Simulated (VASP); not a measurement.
An input for Ansatz (written as the equivalent of a VASP run, and not itself run):

Ansatz 0.2 input:
```yaml
crystal:
  lattice:
    - [0.0000000, 2.9382398, 2.9382398]
    - [2.9382398, 0.0000000, 2.9382398]
    - [2.9382398, 2.9382398, 0.0000000]
  atoms:
    - { symbol: In, position: [0.0000000, 0.0000000, 0.0000000] }
    - { symbol: P, position: [0.2500000, 0.2500000, 0.2500000] }
kpoints:
  mp_grid: { grid: [8, 8, 8] }
hamiltonian:
  xc: pbesol
  pseudopotentials: { kind: paw }
scf:
  occupations: { method: gaussian, width: 0.05 }
  max_iter: 100
relax:
  max_steps: 40
  f_tol: 0.02
  cell: {}
output: { forces: true, stress: true, eigenvalues: true }
```

Problem. Write the VASP files for the same calculation (PBEsol).

Solution. This is not unique; one that fits is 
POSCAR:
```
InP
1
    0.0000000000     2.9382398045     2.9382398045
    2.9382398045     0.0000000000     2.9382398045
    2.9382398045     2.9382398045     0.0000000000
In P
1 1
Direct
  0.0000000000   0.0000000000   0.0000000000
  0.2500000000   0.2500000000   0.2500000000
```

**KPOINTS**
```
K-points
0
Gamma
  8 8 8
0 0 0
```

**INCAR**
```
SYSTEM = InP
PREC = Accurate
ENCUT = 500
EDIFF = 1E-6
NELM = 100
ALGO = Normal
LREAL = .FALSE.
LASPH = .TRUE.
ISMEAR = 0
SIGMA = 0.05
GGA = PS
LMAXMIX = 4
LWAVE = .FALSE.
LCHARG = .FALSE.
IBRION = 2
ISIF = 3
NSW = 40
EDIFFG = -0.02
```

POTCAR, in this order: In_d P (PBE.64 set). Program: vasp_std.

What does not carry over: each code has its own PAW files, so the cut-off isn't converted (ENCUT is set for VASP's; basis.ecutwfc is left out, and Ansatz then takes the one that its files recommend); Ansatz stops its SCF on the density residual and VASP on the energy change (EDIFF).

The structure was generated: InP was put into the zinc blende type (F-43m), which need not be its known phase. It was relaxed first, which changed the volume by +7 %.
